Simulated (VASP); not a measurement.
Given:

```yaml
crystal:
  lattice:
    - [0.00000, 3.03055, 3.03055]
    - [3.03055, 0.00000, 3.03055]
    - [3.03055, 3.03055, 0.00000]
  atoms:
    - { symbol: Al, position: [0.25000, 0.25000, 0.25000] }
    - { symbol: Al, position: [0.75000, 0.75000, 0.75000] }
    - { symbol: Pt, position: [0.00000, 0.00000, 0.00000] }
```

These are vdW-DF2, VASP's PBE PAW potentials (set 64) (plane waves; VASP) values and carry that method's errors. Run with 520 eV cut-off, Gaussian smearing of 0.050 eV, potentials Al Pt.

Q: Give the energies of bands 1 to 11 at the high-symmetry points, in eV from the Fermi level.

A: 
```
band      Γ      X      U      L      W
----  -----  -----  -----  -----  -----
1     -9.73  -5.80  -6.16  -7.53  -5.78
2     -4.69  -5.78  -5.73  -5.83  -5.78
3     -4.69  -5.71  -5.15  -4.37  -5.08
4     -4.69  -3.52  -3.99  -4.37  -4.60
5     -3.41  -3.52  -3.69  -3.48  -3.52
6     -3.41  -3.19  -3.36  -3.22  -3.04
7      1.99  -2.98  -2.89  -3.22  -2.65
8      3.85  -1.45  -1.91   0.99  -2.65
9      3.85  -1.45  -0.55   0.99  -0.82
10     3.85   2.45   2.97   3.63   4.75
11     4.92   3.50   5.25   4.47   4.75
```

It has no gap at this level: it comes out as a metal or semimetal.

The compound is PtAl2 in the fluorite structure. It was relaxed first, which changed the volume by +8 %.
